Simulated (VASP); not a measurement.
# Lattice of Ag (Silver), functional by functional

Aim: relax Ag (Silver) at several levels of theory and compare the cells. The starting structure is a measured crystal structure from the Crystallography Open Database.

Main program and level: VASP 6.6.1; Kohn-Sham DFT with plane waves and PAW; PBEsol, LDA, PBE, PBEsol + D3(BJ), r2SCAN, r2SCAN + rVV10, rev-vdW-DF2 and AM05.

## 1. Starting point

Symmetry: Fm-3m, No. 225, cubic system. The conventional cell has a = 4.086 Å, b = 4.086 Å, c = 4.086 Å, α = 90.00°, β = 90.00°, γ = 90.00°. Nearest to Ag lie 12 Ag at 2.89 Å.

## 2. Relaxation with PBEsol

PBEsol restores the gradient expansion of exchange and is tuned for the cells of solids.

The input, INCAR:

```
SYSTEM = Ag
PREC = Accurate
ENCUT = 450
EDIFF = 1E-06
NELM = 100
ISMEAR = 1
SIGMA = 0.1
LREAL = .FALSE.
ALGO = Normal
GGA = PS
NBANDS = 11
LORBIT = 11
LWAVE = .FALSE.
LCHARG = .FALSE.
KPAR = 2
IBRION = 2
NSW = 50
ISIF = 3
EDIFFG = -0.01
```

The input, POSCAR:

```
Ag
1.0
    0.0000000000      2.0430000000      2.0430000000
    2.0430000000      0.0000000000      2.0430000000
    2.0430000000      2.0430000000      0.0000000000
Ag
1
Direct
    0.0000000000      0.0000000000      0.0000000000
```

The input, KPOINTS:

```
Automatic mesh
0
Gamma
12 12 12
0 0 0
```

The projector-augmented-wave data sets are Ag (PBE family, release 64).

Started as:

```
$ mpirun -np 2 vasp_std
```

The program printed:

```text
[banner, memory and clock lines left out]
running    2 mpi-ranks, on    1 nodes
 distrk:  each k-point on    1 cores,    2 groups
 distr:  one band on    1 cores,    1 groups

 POSCAR found type information on POSCAR Ag
 POSCAR found :  1 types and       1 ions
|                                                                             |
|               ----> ADVICE to this user running VASP <----                  |
|                                                                             |
|     You enforced a specific xc type in the INCAR file but a different       |
|     [... a line on the potential file left out ...]
|     I HOPE YOU KNOW WHAT YOU ARE DOING!                                     |
|                                                                             |

 LDA part: xc-table for (Slater+PW92), standard interpolation
 POSCAR, INCAR and KPOINTS ok, starting setup
 FFT: planning ... GRIDC
 FFT: planning ... GRID_SOFT
 FFT: planning ... GRID
 WAVECAR not read
 entering main loop
       N       E                     dE             d eps       ncg     rms          rms(c)
DAV:   1     0.442112951260E+02    0.44211E+02   -0.52046E+03  1664   0.798E+02
DAV:   2    -0.300621167553E+01   -0.47218E+02   -0.45008E+02  1788   0.186E+02
DAV:   3    -0.365051394585E+01   -0.64430E+00   -0.64405E+00  1799   0.233E+01
DAV:   4    -0.365231927176E+01   -0.18053E-02   -0.18053E-02  1728   0.131E+00
DAV:   5    -0.365233357046E+01   -0.14299E-04   -0.14299E-04  1812   0.104E-01    0.555E+00
DAV:   6    -0.331324735292E+01    0.33909E+00   -0.14742E+00  1668   0.113E+01    0.336E+00
DAV:   7    -0.330382230492E+01    0.94250E-02   -0.87993E-03  1776   0.917E-01    0.191E+00
DAV:   8    -0.329981971457E+01    0.40026E-02   -0.70750E-04  1722   0.195E-01    0.798E-02
DAV:   9    -0.329982958935E+01   -0.98748E-05   -0.96929E-06  1749   0.241E-02    0.152E-02
DAV:  10    -0.329983185279E+01   -0.22634E-05   -0.20831E-06  1763   0.129E-02    0.366E-03
DAV:  11    -0.329983175672E+01    0.96074E-07   -0.63202E-08   906   0.226E-03
   1 F= -.32998318E+01 E0= -.32997308E+01  d E =-.329983E+01
 curvature:   0.00 expect dE= 0.000E+00 dE for cont linesearch  0.000E+00
 trial: gam= 0.00000 g(F)=  0.223E-62 g(S)=  0.113E-01 ort = 0.000E+00 (trialstep = 0.100E+01)
 search vector abs. value=  0.113E-01
 bond charge predicted
       N       E                     dE             d eps       ncg     rms          rms(c)
DAV:   1    -0.356199536455E+01   -0.26216E+00   -0.41642E+00  1650   0.217E+01    0.324E+00
DAV:   2    -0.330743636925E+01    0.25456E+00   -0.10807E+00  1641   0.966E+00    0.848E-01
DAV:   3    -0.330294175390E+01    0.44946E-02   -0.73211E-03  1791   0.750E-01    0.549E-01
DAV:   4    -0.330158659370E+01    0.13552E-02   -0.21784E-03  1671   0.325E-01    0.537E-02
DAV:   5    -0.330157807719E+01    0.85165E-05   -0.13535E-05  1707   0.319E-02    0.275E-02
DAV:   6    -0.330158105698E+01   -0.29798E-05   -0.89920E-07  1739   0.711E-03    0.315E-03
DAV:   7    -0.330158115544E+01   -0.98467E-07   -0.36185E-08   897   0.164E-03
   2 F= -.33015812E+01 E0= -.33016484E+01  d E =-.174940E-02
 trial-energy change:   -0.001749  1 .order   -0.001429   -0.011272    0.008414
 step:   0.5961(harm=  0.5726)  dis= 0.00000  next Energy=    -3.303259 (dE=-0.343E-02)
 bond charge predicted
       N       E                     dE             d eps       ncg     rms          rms(c)
DAV:   1    -0.334465062547E+01   -0.43070E-01   -0.68156E-01  1653   0.894E+00    0.132E+00
DAV:   2    -0.330449236134E+01    0.40158E-01   -0.15559E-01  1638   0.374E+00    0.436E-01
DAV:   3    -0.330353505002E+01    0.95731E-03   -0.19310E-03  1803   0.391E-01    0.288E-01
DAV:   4    -0.330326478337E+01    0.27027E-03   -0.32340E-04  1656   0.140E-01    0.105E-02
DAV:   5    -0.330326558878E+01   -0.80541E-06   -0.54918E-06  1734   0.198E-02
   3 F= -.33032656E+01 E0= -.33033028E+01  d E =-.343383E-02
 curvature:  -0.29 expect dE=-0.167E-05 dE for cont linesearch -0.167E-05
 trial: gam= 0.00000 g(F)=  0.658E-71 g(S)=  0.586E-05 ort =-0.257E-03 (trialstep = 0.919E+00)
 search vector abs. value=  0.586E-05
 reached required accuracy - stopping structural energy minimisation
```

Run time: 9 s. Hardware: 2 MPI ranks of Intel Xeon 6975P-C (Granite Rapids), shared host; peak memory 0.26 GiB; 16 s of CPU time.

Lines that name or quote the potential files are left out of all logs, and their timing lines are given in words.

Parts of OUTCAR (step 2):

```text
ion  position               nearest neighbor table
   1  0.000  0.000  0.000-

  LATTYP: Found a face centered cubic cell.
 ALAT       =     4.0860000000

 Subroutine GETGRP returns: Found 48 space group operations
 (whereof 48 operations were pure point group operations)

The static configuration has the point symmetry O_h .

 Found     72 irreducible k-points:

   k-points           NKPTS =     72   k-points in BZ     NKDIM =     72   number of bands    NBANDS=     11

   dimension x,y,z NGX =    20 NGY =   20 NGZ =   20
   dimension x,y,z NGXF=    40 NGYF=   40 NGZF=   40

   ENCUT  =  450.0 eV  33.07 Ry    5.75 a.u.   5.00  5.00  5.00*2*pi/ulx,y,z

   NELECT =      11.0000    total number of electrons

 k-points in reciprocal lattice and weights: Automatic mesh
   0.00000000  0.00000000  0.00000000       0.001
   0.08333333  0.00000000  0.00000000       0.005
   0.16666667  0.00000000  0.00000000       0.005
   0.25000000  0.00000000  0.00000000       0.005
   0.33333333  0.00000000  0.00000000       0.005
   0.41666667  0.00000000  0.00000000       0.005
   0.50000000  0.00000000  0.00000000       0.002
   0.08333333  0.08333333  0.00000000       0.003
   0.16666667  0.08333333  0.00000000       0.014
[...]
-0.33333333  0.50000000  0.16666667       0.007
  -0.25000000  0.50000000  0.25000000       0.003

 average (electrostatic) potential at core
       1 -70.4635

 E-fermi :   8.4895

 k-point     1 :       0.0000    0.0000    0.0000
  band No.  band energies     occupation
    ...
      2       3.7098      2.00000
      3       3.7098      2.00000
      4       3.7098      2.00000
      5       4.8029      2.00000
      6       4.8029      2.00000
      7      24.6029      0.00000
      8      28.3191      0.00000
      9      28.3191      0.00000
     10      28.3191      0.00000
     11      33.1985      0.00000

 k-point     2 :       0.0833    0.0000    0.0000
  band No.  band energies     occupation
    ...
      2       3.6587      2.00000
      3       3.7708      2.00000
      4       3.7708      2.00000
      5       4.7803      2.00000
      6       4.7803      2.00000
      7      24.6229      0.00000
      8      26.7227      0.00000
      9      28.4237      0.00000
     10      28.4237      0.00000
     11      32.9979      0.00000

 k-point     3 :       0.1667    0.0000    0.0000
  band No.  band energies     occupation
    ...
      2       3.5938      2.00000
      3       3.8936      2.00000
      4       3.8936      2.00000
      5       4.7728      2.00000
      6       4.7728      2.00000
      7      23.0118      0.00000
      8      25.5418      0.00000
      9      28.6115      0.00000
     10      28.6115      0.00000
     11      31.7297      0.00000

  Total        0.0063657      0.0063657      0.0063657     -0.0000000     -0.0000000     -0.0000000
  in kB        0.6126632      0.6126632      0.6126632     -0.0000000     -0.0000000     -0.0000000
  external PRESSURE =       0.6126632 kB  Pullay stress =       0.0000000 kB

  energy-cutoff  :      450.00
  volume of cell :       16.65
      direct lattice vectors                 reciprocal lattice vectors
     0.000000000  2.026603743  2.026603743    -0.246718186  0.246718186  0.246718186
     2.026603743  0.000000000  2.026603743     0.246718186 -0.246718186  0.246718186
     2.026603743  2.026603743 -0.000000000     0.246718186  0.246718186 -0.246718186

 POSITION                                       TOTAL-FORCE (eV/Angst)
 -----------------------------------------------------------------------------------
      0.00000      0.00000      0.00000         0.000000      0.000000      0.000000
 -----------------------------------------------------------------------------------
    total drift:                                0.000000     -0.000000      0.000000

  FREE ENERGIE OF THE ION-ELECTRON SYSTEM (eV)
  ---------------------------------------------------
  free  energy   TOTEN  =        -3.3032655888 eV

  energy  without entropy=       -3.3033772743  energy(sigma->0) =       -3.30330282

 reached required accuracy - stopping structural energy minimisation

 total charge
# of ion       s       p       d       tot
------------------------------------------
    1        0.424   0.318   9.147   9.889

[... 3 further parts left out ...]
```

CONTCAR:

```
Ag
   1.00000000000000
     0.0000000000000000    2.0266037433256314    2.0266037433256314
     2.0266037433256314    0.0000000000000000    2.0266037433256314
     2.0266037433256314    2.0266037433256314   -0.0000000000000000
  Ag
     1
Direct
     0.0000000000000000    0.0000000000000000    0.0000000000000000
```

This run has no spin polarisation. Its electron count is odd, so without a moment it is a metal by construction. The PAW data sets were made with PBE, which is usual practice but a small mismatch for other functionals. The run keeps the 48 symmetry operations of its start, so it cannot find a distortion of lower symmetry.

With PBEsol the relaxed cell holds 16.647 Å³ an atom, -2.39 % against the measured cell, with a = 4.053 Å.

## 3. Relaxation with LDA

LDA, the lowest rung, knows the local density alone. This run starts from the cell of an earlier relaxation, which isn't shown; the restart sets up the plane waves anew.

Edit INCAR of step 2 so:

```diff
@@ -9,3 +9,3 @@
 ALGO = Normal
-GGA = PS
+GGA = CA
 NBANDS = 11
```

The input, POSCAR:

```
Ag
1.0
    0.0000000000      2.0019775702      2.0019775702
    2.0019775702      0.0000000000      2.0019775702
    2.0019775702      2.0019775702      0.0000000000
Ag
1
Direct
    0.0000000000      0.0000000000      0.0000000000
```

KPOINTS is that of step 2.

Potentials, in the order of the species: Ag (LDA family, release 64).

Started as:

```
$ mpirun -np 2 vasp_std
```

The program printed:

```text
[banner, memory and clock lines left out]
running    2 mpi-ranks, on    1 nodes
[...]
LDA part: xc-table for (Slater(with rela. corr.)+CA(PZ))
 , standard interpolation
 POSCAR, INCAR and KPOINTS ok, starting setup
[...]
entering main loop
       N       E                     dE             d eps       ncg     rms          rms(c)
DAV:   1     0.440884110992E+02    0.44088E+02   -0.51449E+03  1632   0.805E+02
DAV:   2    -0.341182907402E+01   -0.47500E+02   -0.44609E+02  1761   0.186E+02
DAV:   3    -0.410753412591E+01   -0.69571E+00   -0.69324E+00  1807   0.238E+01
DAV:   4    -0.410961412579E+01   -0.20800E-02   -0.20799E-02  1746   0.138E+00
[...]
DAV:   8    -0.377586828339E+01    0.51167E-02   -0.94831E-04  1698   0.283E-01    0.884E-02
DAV:   9    -0.377588062377E+01   -0.12340E-04   -0.71060E-06  1800   0.230E-02    0.139E-02
DAV:  10    -0.377588037569E+01    0.24808E-06   -0.18743E-06  1728   0.121E-02
   1 F= -.37758804E+01 E0= -.37758964E+01  d E =-.377588E+01
[...]
reached required accuracy - stopping structural energy minimisation
```

It took 4.4 s on 2 MPI ranks; peak memory 0.22 GiB.

OUTCAR, selected parts (step 3):

```text
  Total       -0.0065853     -0.0065853     -0.0065853      0.0000000     -0.0000000     -0.0000000
  in kB       -0.6574698     -0.6574698     -0.6574698      0.0000000     -0.0000000     -0.0000000
  external PRESSURE =      -0.6574698 kB  Pullay stress =       0.0000000 kB

 POSITION                                       TOTAL-FORCE (eV/Angst)
 -----------------------------------------------------------------------------------
      0.00000      0.00000      0.00000         0.000000     -0.000000     -0.000000
 -----------------------------------------------------------------------------------
    total drift:                                0.000000      0.000000      0.000000

  FREE ENERGIE OF THE ION-ELECTRON SYSTEM (eV)
  ---------------------------------------------------
  free  energy   TOTEN  =        -3.7758803757 eV

  energy  without entropy=       -3.7759284674  energy(sigma->0) =       -3.77589641

[... 2 parts as in an earlier step ...]

[... 2 further parts left out ...]
[key lines of the parts left out:]
E-fermi :   8.9367
```

With LDA the relaxed cell holds 16.048 Å³ an atom, -5.90 % against the measured cell, with a = 4.004 Å. That is -3.60 % from PBEsol.

## 4. Relaxation with PBE

PBE, the usual starting point, adds the gradient of the density. This run starts from the cell of an earlier relaxation, which isn't shown; the restart sets up the plane waves anew.

Edit INCAR of step 3 so:

```diff
@@ -9,3 +9,3 @@
 ALGO = Normal
-GGA = CA
+GGA = PE
 NBANDS = 11
```

The input, POSCAR:

```
Ag
1.0
    0.0000000000      2.0742408152      2.0742408152
    2.0742408152      0.0000000000      2.0742408152
    2.0742408152      2.0742408152      0.0000000000
Ag
1
Direct
    0.0000000000      0.0000000000      0.0000000000
```

KPOINTS is that of step 3.

Potentials, in the order of the species: Ag (PBE family, release 64).

Started as:

```
$ mpirun -np 2 vasp_std
```

The program printed:

```text
[banner, memory and clock lines left out]
running    2 mpi-ranks, on    1 nodes
[...]
LDA part: xc-table for (Slater+PW92), standard interpolation
 POSCAR, INCAR and KPOINTS ok, starting setup
[...]
entering main loop
       N       E                     dE             d eps       ncg     rms          rms(c)
DAV:   1     0.437209865666E+02    0.43721E+02   -0.51690E+03  1664   0.797E+02
DAV:   2    -0.238978929415E+01   -0.46111E+02   -0.43594E+02  1782   0.180E+02
DAV:   3    -0.295179857771E+01   -0.56201E+00   -0.56164E+00  1795   0.218E+01
DAV:   4    -0.295341355279E+01   -0.16150E-02   -0.16149E-02  1761   0.122E+00
[...]
DAV:   9    -0.271342837774E+01   -0.10673E-04   -0.11305E-05  1796   0.290E-02    0.200E-02
DAV:  10    -0.271343309400E+01   -0.47163E-05   -0.38963E-06  1750   0.201E-02    0.274E-03
DAV:  11    -0.271343288152E+01    0.21248E-06   -0.74827E-08   891   0.253E-03
   1 F= -.27134329E+01 E0= -.27132767E+01  d E =-.271343E+01
[...]
N       E                     dE             d eps       ncg     rms          rms(c)
DAV:   1    -0.271427391483E+01   -0.84082E-03   -0.13664E-02  1677   0.125E+00    0.189E-01
DAV:   2    -0.271346935271E+01    0.80456E-03   -0.32678E-03  1665   0.534E-01    0.574E-02
DAV:   3    -0.271345042547E+01    0.18927E-04   -0.34274E-05  1794   0.515E-02    0.389E-02
DAV:   4    -0.271344226847E+01    0.81570E-05   -0.63522E-06  1694   0.191E-02    0.223E-03
DAV:   5    -0.271344231426E+01   -0.45786E-07   -0.49896E-08   888   0.202E-03
   2 F= -.27134423E+01 E0= -.27132907E+01  d E =-.943273E-05
 trial-energy change:   -0.000009  1 .order   -0.000013   -0.000037    0.000010
 step:   0.7787(harm=  0.7787)  dis= 0.00000  next Energy=    -2.713447 (dE=-0.144E-04)
 reached required accuracy - stopping structural energy minimisation
```

Wall time 6.4 s (2 MPI ranks); peak memory 0.25 GiB; 11 s of CPU time.

Parts of OUTCAR (step 4):

```text
  Total       -0.0045397     -0.0045397     -0.0045397     -0.0000000      0.0000000     -0.0000000
  in kB       -0.4065580     -0.4065580     -0.4065580     -0.0000000      0.0000000     -0.0000000
  external PRESSURE =      -0.4065580 kB  Pullay stress =       0.0000000 kB

 POSITION                                       TOTAL-FORCE (eV/Angst)
 -----------------------------------------------------------------------------------
      2.07584      2.07584     -0.00000        -0.000000     -0.000000      0.000000
 -----------------------------------------------------------------------------------
    total drift:                               -0.000000     -0.000000      0.000000

  FREE ENERGIE OF THE ION-ELECTRON SYSTEM (eV)
  ---------------------------------------------------
  free  energy   TOTEN  =        -2.7134423143 eV

  energy  without entropy=       -2.7129875529  energy(sigma->0) =       -2.71329073

[... 2 parts as in an earlier step ...]

[... 2 further parts left out ...]
[key lines of the parts left out:]
E-fermi :   7.7495
```

With PBE the relaxed cell holds 17.890 Å³ an atom, +4.90 % against the measured cell, with a = 4.152 Å. That is +7.47 % from PBEsol.

## 5. Relaxation with PBEsol + D3(BJ)

D3 with Becke-Johnson damping keeps a finite attraction at short range. This run starts from the cell of an earlier relaxation, which isn't shown; the restart sets up the plane waves anew.

Edit INCAR of step 4 so:

```diff
@@ -9,3 +9,4 @@
 ALGO = Normal
-GGA = PE
+GGA = PS
+IVDW = 12
 NBANDS = 11
```

The input, POSCAR:

```
Ag
1.0
    0.0000000000      1.9964725786      1.9964725786
    1.9964725786      0.0000000000      1.9964725786
    1.9964725786      1.9964725786      0.0000000000
Ag
1
Direct
    0.0000000000      0.0000000000      0.0000000000
```

KPOINTS is that of step 4.

Started as:

```
$ mpirun -np 2 vasp_std
```

The program printed:

```text
[banner, memory and clock lines left out]
running    2 mpi-ranks, on    1 nodes
[...]
[... a notice as in an earlier step ...]

 LDA part: xc-table for (Slater+PW92), standard interpolation
 POSCAR, INCAR and KPOINTS ok, starting setup
[...]
entering main loop
       N       E                     dE             d eps       ncg     rms          rms(c)
DAV:   1     0.454804337525E+02    0.45480E+02   -0.51171E+03  1608   0.807E+02
DAV:   2    -0.305609950721E+01   -0.48537E+02   -0.46363E+02  1773   0.191E+02
DAV:   3    -0.366369773540E+01   -0.60760E+00   -0.60746E+00  1802   0.228E+01
DAV:   4    -0.366530340808E+01   -0.16057E-02   -0.16056E-02  1731   0.126E+00
[...]
DAV:   9    -0.329023002352E+01   -0.63252E-05   -0.77947E-06  1752   0.248E-02    0.118E-02
DAV:  10    -0.329023355141E+01   -0.35279E-05   -0.20320E-06  1769   0.123E-02    0.875E-03
DAV:  11    -0.329023328379E+01    0.26762E-06   -0.52987E-08   909   0.197E-03
   1 F= -.38752861E+01 E0= -.38752779E+01  d E =-.387529E+01
[...]
reached required accuracy - stopping structural energy minimisation
```

It took 4.6 s on 2 MPI ranks; peak memory 0.26 GiB.

From OUTCAR (step 5):

```text
 Edisp (eV)   -0.58505

  Total      -0.00598    -0.00598    -0.00598     0.00000     0.00000    -0.00000
  in kB      -0.60228    -0.60228    -0.60228     0.00000     0.00000    -0.00000
  external pressure =       -0.60 kB  Pullay stress =        0.00 kB

 POSITION                                       TOTAL-FORCE (eV/Angst)
 -----------------------------------------------------------------------------------
      0.00000      0.00000      0.00000         0.000000      0.000000      0.000000
 -----------------------------------------------------------------------------------
    total drift:                                0.000000      0.000000      0.000000

  FREE ENERGIE OF THE ION-ELECTRON SYSTEM (eV)
  ---------------------------------------------------
  free  energy   TOTEN  =        -3.8752860885 eV

  energy  without entropy=       -3.8752615859  energy(sigma->0) =       -3.87527792

[... 2 parts as in an earlier step ...]

[... 2 further parts left out ...]
[key lines of the parts left out:]
E-fermi :   9.1125
```

With PBEsol + D3(BJ) the relaxed cell holds 15.915 Å³ an atom, -6.68 % against the measured cell, with a = 3.993 Å. That is -4.39 % from PBEsol.

(Continued in part 2 of 2.)

[Lines on the potential files, build, host, timing and source positions are cut from VASP's logs without a mark.]

[Logs are printed without paths, hosts, clocks, repeated set-up lines and the standing remarks that a program may print on its own settings, such as how far it seeks lower states.]

[Hosts, paths, dates, database ids (printed as entryN), source tags and the programs' standing remarks are cut or masked in the printed files.]
